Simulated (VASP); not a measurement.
Method: PBEsol GGA, VASP's PBE PAW potentials (set 64) (plane waves; VASP).

The input files of a VASP run:

File POSCAR:
```
PdTe
1.0
  0.0000000000   2.9708779560   2.9708779560
  2.9708779560   0.0000000000   2.9708779560
  2.9708779560   2.9708779560   0.0000000000
Pd Te
1 1
Direct
  0.0000000000   0.0000000000   0.0000000000
  0.2500000000   0.2500000000   0.2500000000
```

KPOINTS:
```
Automatic mesh
0
Gamma
12 12 12
0 0 0
```

INCAR:
```
SYSTEM = PdTe
PREC = Accurate; ENCUT = 400; LREAL = F
LASPH = T
EDIFF = 1E-7; NELM = 100; ALGO = Normal
LMAXMIX = 4
ISMEAR = -5
GGA = PS
ISIF = 2
LWAVE = F; LCHARG = T; LORBIT = 11
NEDOS = 601
```

POTCAR, in this order: Pd Te (PBE.64 set). Program: vasp_std.

Output

**OUTCAR**
```
 ion  position               nearest neighbor table
   1  0.000  0.000  0.000-   2 2.57   2 2.57   2 2.57   2 2.57
   2  0.250  0.250  0.250-   1 2.57   1 2.57   1 2.57   1 2.57
  LATTYP: Found a face centered cubic cell.
 ALAT       =     5.9417559120
 Subroutine PRICEL returns:
 Original cell was already a primitive cell.
 Subroutine GETGRP returns: Found 24 space group operations
The static configuration has the point symmetry T_d .
The dynamic configuration has the point symmetry T_d .
 Subroutine INISYM returns: Found 24 space group operations
 Subroutine IBZKPT returns following result:
 Found     72 irreducible k-points:

 Following reciprocal coordinates:
            Coordinates               Weight
  0.000000  0.000000  0.000000      1.000000
  0.083333  0.000000  0.000000      8.000000
  0.166667  0.000000  0.000000      8.000000
  0.250000  0.000000  0.000000      8.000000
  0.333333  0.000000  0.000000      8.000000
  0.416667  0.000000  0.000000      8.000000
  0.500000  0.000000  0.000000      4.000000
  0.083333  0.083333  0.000000      6.000000
  0.166667  0.083333  0.000000     24.000000
...
```

File OSZICAR:
```
       N       E                     dE             d eps       ncg     rms          rms(c)
DAV:   1     0.665425383615E+02    0.66543E+02   -0.58130E+03  1736   0.904E+02
DAV:   2    -0.751846917115E+01   -0.74061E+02   -0.68187E+02  1980   0.199E+02
DAV:   3    -0.986268119593E+01   -0.23442E+01   -0.23233E+01  2068   0.375E+01
DAV:   4    -0.989669068925E+01   -0.34009E-01   -0.34013E-01  2472   0.473E+00
DAV:   5    -0.989691894122E+01   -0.22825E-03   -0.22833E-03  2152   0.303E-01    0.798E+00
DAV:   6    -0.976562722504E+01    0.13129E+00   -0.88466E-01  1848   0.106E+01    0.469E+00
DAV:   7    -0.972619193307E+01    0.39435E-01   -0.16222E-01  1812   0.484E+00    0.268E+00
DAV:   8    -0.971276863426E+01    0.13423E-01   -0.36288E-02  1932   0.195E+00    0.326E-01
DAV:   9    -0.971261119649E+01    0.15744E-03   -0.82975E-04  2088   0.240E-01    0.283E-01
DAV:  10    -0.971254014259E+01    0.71054E-04   -0.24287E-04  1924   0.110E-01    0.663E-02
DAV:  11    -0.971250076998E+01    0.39373E-04   -0.14365E-04  1976   0.106E-01    0.278E-02
DAV:  12    -0.971250385962E+01   -0.30896E-05   -0.95753E-06  2036   0.294E-02    0.230E-02
DAV:  13    -0.971250376240E+01    0.97217E-07   -0.19169E-06  2040   0.161E-02    0.651E-03
DAV:  14    -0.971250429538E+01   -0.53298E-06   -0.34942E-07  1624   0.609E-03    0.351E-03
DAV:  15    -0.971250434511E+01   -0.49725E-07   -0.69715E-08  1132   0.177E-03
   1 F= -.97125043E+01 E0= -.97125043E+01  d E =0.000000E+00
```

**OUTCAR**
```
------------------------ aborting loop because EDIFF is reached ----------------------------------------
  FORCE on cell =-STRESS in cart. coord.  units (eV):
  Direction    XX          YY          ZZ          XY          YZ          ZX
  --------------------------------------------------------------------------------------
  Total       -0.0104681     -0.0104681     -0.0104681     -0.0000000      0.0000000      0.0000000
  in kB       -0.3198120     -0.3198120     -0.3198120     -0.0000000      0.0000000      0.0000000
  external PRESSURE =      -0.3198120 kB  Pullay stress =       0.0000000 kB
  volume of cell :       52.44
      direct lattice vectors                 reciprocal lattice vectors
     0.000000000  2.970877956  2.970877956    -0.168300417  0.168300417  0.168300417
     2.970877956  0.000000000  2.970877956     0.168300417 -0.168300417  0.168300417
     2.970877956  2.970877956  0.000000000     0.168300417  0.168300417 -0.168300417
 POSITION                                       TOTAL-FORCE (eV/Angst)
 -----------------------------------------------------------------------------------
      0.00000      0.00000      0.00000         0.000000      0.000000      0.000000
      1.48544      1.48544      1.48544        -0.000000     -0.000000     -0.000000
 -----------------------------------------------------------------------------------
    total drift:                                0.000001      0.000001      0.000001
  FREE ENERGIE OF THE ION-ELECTRON SYSTEM (eV)
  ---------------------------------------------------
  free  energy   TOTEN  =        -9.7125043451 eV

  energy  without entropy=       -9.7125043451  energy(sigma->0) =       -9.71250435

 total charge

# of ion       s       p       d       tot
------------------------------------------
    1        0.497   0.477   8.590   9.564
    2        1.368   1.901   0.089   3.357
--------------------------------------------------
tot          1.864   2.378   8.678  12.921
```
(Selected blocks of OUTCAR.)

File OUTCAR:
```
 val. band max:        6.0441955195   @ k =   0.2500   0.2500   0.0000

 cond. band min:       6.0129290851   @ k =  -0.4167   0.2500   0.0000


 Fermi energy:         5.9901878681

 k-point     1 :       0.0000    0.0000    0.0000
  band No.  band energies     occupation
      1      -6.3756      2.00000
      2       1.4269      2.00000
      3       1.4269      2.00000
      4       1.4269      2.00000
      5       3.1788      2.00000
      6       3.1788      2.00000
      7       8.3486      0.00000
      8       8.3486      0.00000
      9       8.3486      0.00000
     10       8.9154      0.00000
     11      12.1197      0.00000
     12      12.1197      0.00000

 k-point     2 :       0.0833    0.0000    0.0000
  band No.  band energies     occupation
      1      -6.3283      2.00000
      2       1.3873      2.00000
      3       1.4480      2.00000
      4       1.4480      2.00000
      5       3.1714      2.00000
      6       3.1714      2.00000
      7       7.6094      0.00000
      8       8.2253      0.00000
      9       8.2253      0.00000
     10       9.4266      0.00000
     11      12.1059      0.00000
     12      12.2649      0.00000

 k-point     3 :       0.1667    0.0000    0.0000
  band No.  band energies     occupation
      1      -6.1947      2.00000
      2       1.2888      2.00000
      3       1.5044      2.00000
      4       1.5044      2.00000
      5       3.1576      2.00000
      6       3.1576      2.00000
      7       6.5106     -0.06813
      8       7.9164      0.00000
      9       7.9164      0.00000
     10       9.8547      0.00000
     11      12.3184      0.00000
     12      12.5899      0.00000

 k-point     4 :       0.2500    0.0000    0.0000
  band No.  band energies     occupation
      1      -6.0013      2.00000
      2       1.1790      2.00000
      3       1.5763      2.00000
      4       1.5763      2.00000
      5       3.1564      2.00000
      6       3.1564      2.00000
...
```

For a metal the tetrahedron method with Blöchl corrections gives inexact stress and forces. Unless said otherwise, spin-orbit coupling is left out, though it shifts the bands of the heavy elements here.

The structure was generated: PdTe was put into the zinc blende type (F-43m), which need not be its known phase. It was relaxed first, which changed the volume by -20 %.
